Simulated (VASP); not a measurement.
**SnSe: input slips in a band-gap run and what they do**

Aim: see how common mistakes in a band-structure run show up, on SnSe. The starting structure is a cell with measured lattice constants from the literature and the atomic positions of a computed structure of the Materials Project. The atoms were first relaxed with LDA in that cell, in a run that isn't shown, and the relaxed structure is the one below.

Main program and level: VASP 6.6.1; Kohn-Sham DFT with plane waves and PAW; LDA.

### 1. Starting point

Symmetry: Pnma, No. 62, orthorhombic system. Conventional cell: a = 11.502 Å, b = 4.154 Å, c = 4.444 Å, α = 90.00°, β = 90.00°, γ = 90.00°. Nearest to Sn lie 5 Se at 2.75 to 3.35 Å. Nearest to Se lie 5 Sn at 2.75 to 3.35 Å. Farther neighbours and most contacts between anions are not listed.

Coordinates:

```cif
data_structure
_symmetry_space_group_name_H-M 'P 1'
_symmetry_Int_Tables_number 1
_cell_length_a 11.5022
_cell_length_b 4.1540
_cell_length_c 4.4445
_cell_angle_alpha 90.000
_cell_angle_beta 90.000
_cell_angle_gamma 90.000
_cell_volume 212.36
loop_
_atom_site_label
_atom_site_type_symbol
_atom_site_fract_x
_atom_site_fract_y
_atom_site_fract_z
_atom_site_occupancy
Sn1 Sn 0.11865 0.75000 0.11035 1
Sn2 Sn 0.38135 0.25000 0.61035 1
Sn3 Sn 0.88135 0.25000 0.88965 1
Sn4 Sn 0.61865 0.75000 0.38965 1
Se5 Se 0.85573 0.75000 0.47730 1
Se6 Se 0.35573 0.75000 0.02270 1
Se7 Se 0.64427 0.25000 0.97730 1
Se8 Se 0.14427 0.25000 0.52270 1
```

### 2. Reference bands

Contents of INCAR:

```
SYSTEM = SnSe
PREC = Accurate
ENCUT = 350
EDIFF = 1E-06
NELM = 100
ISMEAR = 0
SIGMA = 0.03
LREAL = .FALSE.
ALGO = Normal
GGA = CA
NBANDS = 61
LORBIT = 11
LWAVE = .FALSE.
LCHARG = .FALSE.
KPAR = 8
LASPH = .TRUE.
```

Contents of POSCAR:

```
SnSe
1.0
   11.5022000000      0.0000000000      0.0000000000
    0.0000000000      4.1540000000      0.0000000000
    0.0000000000      0.0000000000      4.4445000000
Sn Se
4 4
Direct
    0.1186512327      0.7500000000      0.1103472981
    0.3813487673      0.2500000000      0.6103472981
    0.8813487673      0.2500000000      0.8896527019
    0.6186512327      0.7500000000      0.3896527019
    0.8557343357      0.7500000000      0.4773046476
    0.3557343357      0.7500000000      0.0226953524
    0.6442656643      0.2500000000      0.9773046476
    0.1442656643      0.2500000000      0.5226953524
```

Contents of KPOINTS:

```
Automatic mesh
0
Gamma
2 6 6
0 0 0
```

Contents of KPOINTS_OPT:

```
Line mode
8
Line-mode
Reciprocal
  0.00000000   0.00000000   0.00000000 GAMMA
  0.00000000   0.50000000   0.00000000 X

  0.00000000   0.50000000   0.00000000 X
  0.00000000   0.50000000   0.50000000 S

  0.00000000   0.50000000   0.50000000 S
  0.00000000   0.00000000   0.50000000 Y

  0.00000000   0.00000000   0.50000000 Y
  0.00000000   0.00000000   0.00000000 GAMMA

  0.00000000   0.00000000   0.00000000 GAMMA
  0.50000000   0.00000000   0.00000000 Z

  0.50000000   0.00000000   0.00000000 Z
  0.50000000   0.50000000   0.00000000 U

  0.50000000   0.50000000   0.00000000 U
  0.50000000   0.50000000   0.50000000 R

  0.50000000   0.50000000   0.50000000 R
  0.50000000   0.00000000   0.50000000 T

  0.50000000   0.00000000   0.50000000 T
  0.50000000   0.00000000   0.00000000 Z

  0.00000000   0.00000000   0.50000000 Y
  0.50000000   0.00000000   0.50000000 T

  0.50000000   0.50000000   0.00000000 U
  0.00000000   0.50000000   0.00000000 X

  0.00000000   0.50000000   0.50000000 S
  0.50000000   0.50000000   0.50000000 R
```

PAW data sets: Sn_d and Se (LDA family, release 64).

Command:

```bash
> mpirun -np 8 vasp_std
```

The program printed:

```text
[banner, memory and clock lines left out]
running    8 mpi-ranks, on    1 nodes
 distrk:  each k-point on    1 cores,    8 groups
 distr:  one band on    1 cores,    1 groups

 POSCAR found type information on POSCAR SnSe
 POSCAR found :  2 types and       8 ions
|                                                                             |
|           W    W    AA    RRRRR   N    N  II  N    N   GGGG   !!!           |
|           W    W   A  A   R    R  NN   N  II  NN   N  G    G  !!!           |
|           W    W  A    A  R    R  N N  N  II  N N  N  G       !!!           |
|           W WW W  AAAAAA  RRRRR   N  N N  II  N  N N  G  GGG   !            |
|           WW  WW  A    A  R   R   N   NN  II  N   NN  G    G                |
|           W    W  A    A  R    R  N    N  II  N    N   GGGG   !!!           |
|                                                                             |
|     For optimal performance we recommend to set                             |
|       NCORE = 2 up to number-of-cores-per-socket                            |
|     NCORE specifies how many cores store one orbital (NPAR=cpu/NCORE).      |
|     This setting can greatly improve the performance of VASP for DFT.       |
|     The default, NCORE=1 might be grossly inefficient on modern             |
|     multi-core architectures or massively parallel machines. Do your        |
|     Unfortunately you need to use the default for GW and RPA                |
|     calculations (for HF NCORE is supported but not extensively tested      |
|     yet).                                                                   |
|                                                                             |

 LDA part: xc-table for (Slater(with rela. corr.)+CA(PZ))
 , standard interpolation
 POSCAR, INCAR and KPOINTS ok, starting setup
 FFT: planning ... GRIDC
 FFT: planning ... GRID_SOFT
 FFT: planning ... GRID
 WAVECAR not read
 entering main loop
       N       E                     dE             d eps       ncg     rms          rms(c)
DAV:   1     0.750167372762E+03    0.75017E+03   -0.28314E+04  4253   0.134E+03
DAV:   2     0.934433930241E+02   -0.65672E+03   -0.61790E+03  3936   0.426E+02
DAV:   3    -0.307516999172E+02   -0.12420E+03   -0.11902E+03  4560   0.156E+02
DAV:   4    -0.384981036156E+02   -0.77464E+01   -0.76597E+01  4552   0.422E+01
DAV:   5    -0.386907706666E+02   -0.19267E+00   -0.19253E+00  4539   0.718E+00    0.678E+00
DAV:   6    -0.379559524633E+02    0.73482E+00   -0.69887E-01  5245   0.459E+00    0.415E+00
DAV:   7    -0.379223496869E+02    0.33603E-01   -0.43276E-01  5104   0.198E+00    0.148E+00
DAV:   8    -0.379124997983E+02    0.98499E-02   -0.38723E-02  5104   0.114E+00    0.346E-01
DAV:   9    -0.379120064973E+02    0.49330E-03   -0.50240E-03  4593   0.428E-01    0.107E-01
DAV:  10    -0.379119264443E+02    0.80053E-04   -0.52572E-04  5004   0.121E-01    0.436E-02
DAV:  11    -0.379119513617E+02   -0.24917E-04   -0.17034E-04  4969   0.486E-02    0.257E-02
DAV:  12    -0.379119363799E+02    0.14982E-04   -0.31717E-05  4717   0.244E-02    0.650E-03
DAV:  13    -0.379119370503E+02   -0.67032E-06   -0.55361E-06  3750   0.822E-03
   1 F= -.37911937E+02 E0= -.37911937E+02  d E =-.897161E-27
 Start KPOINTS_OPT (optional k-point list driver)
k-point batch [1-32\96]
       N       E                     dE             ncg
DAV:   1     0.482037278661E+04   -0.36779E+05     4349
DAV:   2    -0.161258412292E+05   -0.20946E+05     3944
DAV:   3    -0.200229786885E+05   -0.38971E+04     4537
DAV:   4    -0.202585911876E+05   -0.23561E+03     4544
DAV:   5    -0.202644027897E+05   -0.58116E+01     4672
DAV:   6    -0.202646231291E+05   -0.22034E+00     5373
DAV:   7    -0.202646271835E+05   -0.40544E-02     5424
DAV:   8    -0.202646272861E+05   -0.10256E-03     5389
DAV:   9    -0.202646272871E+05   -0.99476E-06     2979
[...]
k-point batch [65-96\96]
       N       E                     dE             ncg
DAV:   1     0.500965567222E+04   -0.43661E+05     4360
DAV:   2    -0.160416572543E+05   -0.21051E+05     3952
DAV:   3    -0.199860757301E+05   -0.39444E+04     4592
DAV:   4    -0.202240347552E+05   -0.23796E+03     4576
DAV:   5    -0.202298824472E+05   -0.58477E+01     4625
DAV:   6    -0.202301127695E+05   -0.23032E+00     5485
DAV:   7    -0.202301168914E+05   -0.41219E-02     5420
DAV:   8    -0.202301169860E+05   -0.94571E-04     5472
DAV:   9    -0.202301169870E+05   -0.10592E-05     3017
DAV:  10    -0.202301169873E+05   -0.25352E-06     2627
```

Run time: 88 s. Hardware: 8 MPI ranks of AMD EPYC 7R43, shared host; peak memory 3.1 GiB.

Lines that name or quote the potential files are left out of all logs, and their timing lines are given in words.

OUTCAR, selected parts (step 2):

```text
ion  position               nearest neighbor table
   1  0.119  0.750  0.110-   6 2.75   8 2.79   8 2.79   3 3.57   3 3.57
   2  0.381  0.250  0.610-   8 2.75   6 2.79   6 2.79   4 3.57   4 3.57
   3  0.881  0.250  0.890-   7 2.75   5 2.79   5 2.79   1 3.57   1 3.57
   4  0.619  0.750  0.390-   5 2.75   7 2.79   7 2.79   2 3.57   2 3.57
   5  0.856  0.750  0.477-   4 2.75   3 2.79   3 2.79
   6  0.356  0.750  0.023-   1 2.75   2 2.79   2 2.79
   7  0.644  0.250  0.977-   3 2.75   4 2.79   4 2.79
   8  0.144  0.250  0.523-   2 2.75   1 2.79   1 2.79

  LATTYP: Found a simple orthorhombic cell.
 ALAT       =     4.1540000000
 B/A-ratio  =     1.0699325951
 C/A-ratio  =     2.7689455946

 Subroutine GETGRP returns: Found  8 space group operations
 (whereof  2 operations were pure point group operations)

The static configuration has the point symmetry S_2 .
 The point group associated with its full space group is D_2h.

 Found     32 irreducible k-points:

   k-points           NKPTS =     32   k-points in BZ     NKDIM =     32   number of bands    NBANDS=     61

   dimension x,y,z NGX =    70 NGY =   28 NGZ =   28
   dimension x,y,z NGXF=   140 NGYF=   56 NGZF=   56

   ENCUT  =  350.0 eV  25.72 Ry    5.07 a.u.  17.55  6.34  6.78*2*pi/ulx,y,z

   NELECT =      80.0000    total number of electrons

 k-points in reciprocal lattice and weights: Automatic mesh
   0.00000000  0.00000000  0.00000000       0.014
   0.50000000  0.00000000  0.00000000       0.014
   0.00000000  0.16666667  0.00000000       0.028
   0.50000000  0.16666667  0.00000000       0.028
   0.00000000  0.33333333  0.00000000       0.028
   0.50000000  0.33333333  0.00000000       0.028
   0.00000000  0.50000000  0.00000000       0.014
   0.50000000  0.50000000  0.00000000       0.014
   0.00000000  0.00000000  0.16666667       0.028
[...]
0.00000000  0.50000000  0.50000000       0.014
   0.50000000  0.50000000  0.50000000       0.014

 average (electrostatic) potential at core
       1-101.1996       2-101.1996       3-101.1996       4-101.1996       5 -58.8321
       6 -58.8321       7 -58.8321       8 -58.8321

 E-fermi :   5.6072

 k-point     1 :       0.0000    0.0000    0.0000
  band No.  band energies     occupation
    ...
     36       3.4991      2.00000
     37       3.7644      2.00000
     38       4.1870      2.00000
     39       4.6577      2.00000
     40       4.8389      2.00000
     41       5.9894      0.00000
     42       8.1030      0.00000
     43       8.2507      0.00000
     44       8.2833      0.00000
     45       8.5429      0.00000
    ...

 k-point     2 :       0.5000    0.0000    0.0000
  band No.  band energies     occupation
    ...
     36       3.2378      2.00000
     37       3.4839      2.00000
     38       3.4839      2.00000
     39       4.8152      2.00000
     40       4.8152      2.00000
     41       7.8414      0.00000
     42       7.8414      0.00000
     43       7.9399      0.00000
     44       7.9399      0.00000
     45       9.1252      0.00000
    ...

 k-point     3 :       0.0000    0.1667    0.0000
  band No.  band energies     occupation
    ...
     36       3.5931      2.00000
     37       3.7479      2.00000
     38       4.6156      2.00000
     39       4.6847      2.00000
     40       4.6930      2.00000
     41       6.1854      0.00000
     42       7.2426      0.00000
     43       8.0754      0.00000
     44       8.4227      0.00000
     45       8.4756      0.00000
    ...

  Total       -2.3407132     -2.7156971     -2.6120214      0.0000000     -0.0000000      0.0000000
  in kB      -17.6599095    -20.4890391    -19.7068400      0.0000000     -0.0000000      0.0000000
  external PRESSURE =     -19.2852629 kB  Pullay stress =       0.0000000 kB

  energy-cutoff  :      350.00
  volume of cell :      212.36
      direct lattice vectors                 reciprocal lattice vectors
    11.502200000  0.000000000  0.000000000     0.086939890  0.000000000  0.000000000
     0.000000000  4.154000000  0.000000000     0.000000000  0.240731825  0.000000000
     0.000000000  0.000000000  4.444500000     0.000000000  0.000000000  0.224997188

 POSITION                                       TOTAL-FORCE (eV/Angst)
 -----------------------------------------------------------------------------------
      1.36475      3.11550      0.49044         0.011326      0.000000     -0.003479
      4.38635      1.03850      2.71269        -0.011326     -0.000000     -0.003479
     10.13745      1.03850      3.95406        -0.011326     -0.000000      0.003479
      7.11585      3.11550      1.73181         0.011326     -0.000000      0.003479
      9.84283      3.11550      2.12138        -0.001270     -0.000000     -0.002159
      4.09173      3.11550      0.10087        -0.001270      0.000000      0.002159
      7.41047      1.03850      4.34363         0.001270     -0.000000     -0.002159
      1.65937      1.03850      2.32312         0.001270      0.000000      0.002159
 -----------------------------------------------------------------------------------
    total drift:                                0.000000      0.000000     -0.000000

  FREE ENERGIE OF THE ION-ELECTRON SYSTEM (eV)
  ---------------------------------------------------
  free  energy   TOTEN  =       -37.9119370503 eV

  energy  without entropy=      -37.9119370503  energy(sigma->0) =      -37.91193705

 total charge
# of ion       s       p       d       tot
------------------------------------------
    1        1.353   0.774   9.992  12.119
    2        1.353   0.774   9.992  12.119
    3        1.353   0.774   9.992  12.119
    4        1.353   0.774   9.992  12.119
    5        1.478   2.317   0.026   3.821
    6        1.478   2.317   0.026   3.821
    7        1.478   2.317   0.026   3.821
    8        1.478   2.317   0.026   3.821
--------------------------------------------------
tot         11.323  12.364  40.072  63.759

[... 3 further parts left out ...]
```

Spin-orbit coupling is off here; with elements this heavy it can split and shift levels by tenths of an eV.

The reference gap is 0.465 eV.

### 3. Bands with no empty bands

A slip made on purpose: no empty bands. Against step 2 the input has NBANDS = 40 and no band path (also changed: NELM).

Edit INCAR of step 2 so:

```diff
@@ -4,3 +4,3 @@
 EDIFF = 1E-06
-NELM = 100
+NELM = 60
 ISMEAR = 0
@@ -10,3 +10,3 @@
 GGA = CA
-NBANDS = 61
+NBANDS = 40
 LORBIT = 11
```

POSCAR is that of step 2.

KPOINTS is that of step 2.

Command:

```bash
> mpirun -np 8 vasp_std
```

The program printed:

```text
[banner, memory and clock lines left out]
running    8 mpi-ranks, on    1 nodes
[...]
[... a notice as in an earlier step ...]

 LDA part: xc-table for (Slater(with rela. corr.)+CA(PZ))
 , standard interpolation
 POSCAR, INCAR and KPOINTS ok, starting setup
[...]
entering main loop
       N       E                     dE             d eps       ncg     rms          rms(c)
DAV:   1     0.801295635802E+03    0.80130E+03   -0.31160E+04  2656   0.204E+03
DAV:   2     0.945707832730E+02   -0.70672E+03   -0.70672E+03  2656   0.583E+02
DAV:   3    -0.293504691603E+02   -0.12392E+03   -0.12392E+03  3072   0.212E+02
DAV:   4    -0.382545078337E+02   -0.89040E+01   -0.89040E+01  2928   0.524E+01
[...]
DAV:  11    -0.379119421981E+02    0.29402E-05   -0.26604E-04  3368   0.843E-02    0.130E-02
DAV:  12    -0.379119367923E+02    0.54058E-05   -0.43588E-05  3032   0.337E-02    0.367E-03
DAV:  13    -0.379119369608E+02   -0.16853E-06   -0.20563E-06  1584   0.704E-03
[...]
|           W    W   A  A   R    R  NN   N  II  NN   N  G    G  !!!           |
|           W    W  A    A  R    R  N N  N  II  N N  N  G       !!!           |
|           W WW W  AAAAAA  RRRRR   N  N N  II  N  N N  G  GGG   !            |
|           WW  WW  A    A  R   R   N   NN  II  N   NN  G    G                |
|           W    W  A    A  R    R  N    N  II  N    N   GGGG   !!!           |
|                                                                             |
|     Your highest band is occupied at some k-points! Unless you are          |
|     performing a calculation for an insulator or semiconductor, without     |
|     unoccupied bands, you have included TOO FEW BANDS!! Please increase     |
|     the parameter NBANDS in file INCAR to ensure that the highest band      |
|     is unoccupied at all k-points. It is always recommended to include      |
|     a few unoccupied bands to accelerate the convergence of                 |
|     molecular-dynamics runs (even for insulators or semiconductors),        |
|     since the presence of unoccupied bands improves wavefunction            |
|     prediction and helps to suppress 'band-crossings'.                      |
|                                                                             |

   1 F= -.37911937E+02 E0= -.37911937E+02  d E =-.374831E-12
```

Wall time 22 s (8 MPI ranks); peak memory 2 GiB; 2.7 min of CPU time.

From OUTCAR (step 3):

```text
  Total       -2.3324179     -2.7062046     -2.6016628      0.0000000     -0.0000000      0.0000000
  in kB      -17.5973243    -20.4174212    -19.6286878      0.0000000     -0.0000000      0.0000000
  external PRESSURE =     -19.2144778 kB  Pullay stress =       0.0000000 kB

 POSITION                                       TOTAL-FORCE (eV/Angst)
 -----------------------------------------------------------------------------------
      1.36475      3.11550      0.49044         0.011286     -0.000000     -0.003468
      4.38635      1.03850      2.71269        -0.011286      0.000000     -0.003468
     10.13745      1.03850      3.95406        -0.011286      0.000000      0.003468
      7.11585      3.11550      1.73181         0.011286      0.000000      0.003468
      9.84283      3.11550      2.12138        -0.001274     -0.000000     -0.002163
      4.09173      3.11550      0.10087        -0.001274     -0.000000      0.002163
      7.41047      1.03850      4.34363         0.001274     -0.000000     -0.002163
      1.65937      1.03850      2.32312         0.001274      0.000000      0.002163
 -----------------------------------------------------------------------------------
    total drift:                                0.000000      0.000000     -0.000000

  FREE ENERGIE OF THE ION-ELECTRON SYSTEM (eV)
  ---------------------------------------------------
  free  energy   TOTEN  =       -37.9119369608 eV

  energy  without entropy=      -37.9119369608  energy(sigma->0) =      -37.91193696

[... 1 part as in an earlier step ...]

[... 2 further parts left out ...]
[key lines of the parts left out:]
E-fermi :   5.5228
```

The run converges, yet it holds no empty band, so no gap can be read from it.

### 4. Bands with a fixed density without a density file

A slip made on purpose: a fixed density without a density file. Against step 2 the input has ICHARG = 11 (also changed: NELM).

Edit INCAR of step 3 so:

```diff
@@ -10,3 +10,3 @@
 GGA = CA
-NBANDS = 40
+NBANDS = 61
 LORBIT = 11
@@ -16 +16,2 @@
 LASPH = .TRUE.
+ICHARG = 11
```

POSCAR is that of step 3.

KPOINTS is that of step 3.

KPOINTS_OPT is that of step 2.

Command:

```bash
> mpirun -np 8 vasp_std
```

The program printed:

```text
[banner, memory and clock lines left out]
running    8 mpi-ranks, on    1 nodes
[...]
|                                                                             |
|           W    W    AA    RRRRR   N    N  II  N    N   GGGG   !!!           |
|           W    W   A  A   R    R  NN   N  II  NN   N  G    G  !!!           |
|           W    W  A    A  R    R  N N  N  II  N N  N  G       !!!           |
|           W WW W  AAAAAA  RRRRR   N  N N  II  N  N N  G  GGG   !            |
|           WW  WW  A    A  R   R   N   NN  II  N   NN  G    G                |
|           W    W  A    A  R    R  N    N  II  N    N   GGGG   !!!           |
|                                                                             |
|     For optimal performance we recommend to set                             |
|       NCORE = 2 up to number-of-cores-per-socket                            |
|     NCORE specifies how many cores store one orbital (NPAR=cpu/NCORE).      |
|     This setting can greatly improve the performance of VASP for DFT.       |
[...]
LDA part: xc-table for (Slater(with rela. corr.)+CA(PZ))
 , standard interpolation
 POSCAR, INCAR and KPOINTS ok, starting setup
[...]
WARNING: CHGCAR is incomplete
|                                                                             |
|     EEEEEEE  RRRRRR   RRRRRR   OOOOOOO  RRRRRR      ###     ###     ###     |
|     E        R     R  R     R  O     O  R     R     ###     ###     ###     |
|     E        R     R  R     R  O     O  R     R     ###     ###     ###     |
|     EEEEE    RRRRRR   RRRRRR   O     O  RRRRRR       #       #       #      |
|     E        R   R    R   R    O     O  R   R                               |
|     E        R    R   R    R   O     O  R    R      ###     ###     ###     |
|     EEEEEEE  R     R  R     R  OOOOOOO  R     R     ###     ###     ###     |
|                                                                             |
|     ERROR: charge density could not be read from file CHGCAR for            |
|     ICHARG>10                                                               |
|                                                                             |
|       ---->  I REFUSE TO CONTINUE WITH THIS SICK JOB ... BYE!!! <----       |
|                                                                             |

1
1
1
1
1
1
1
1
```

It took 6.4 s on 8 MPI ranks.

VASP stopped with this message: “ERROR: charge density could not be read from file CHGCAR for ICHARG>10”.

[end of part 1 of 2]

[Lines on the potential files, build, host, timing and source positions are cut from VASP's logs without a mark.]

[Logs are printed without paths, hosts, clocks, repeated set-up lines and the standing remarks that a program may print on its own settings, such as how far it seeks lower states.]

[Hosts, paths, dates, database ids (printed as entryN), source tags and the programs' standing remarks are cut or masked in the printed files.]
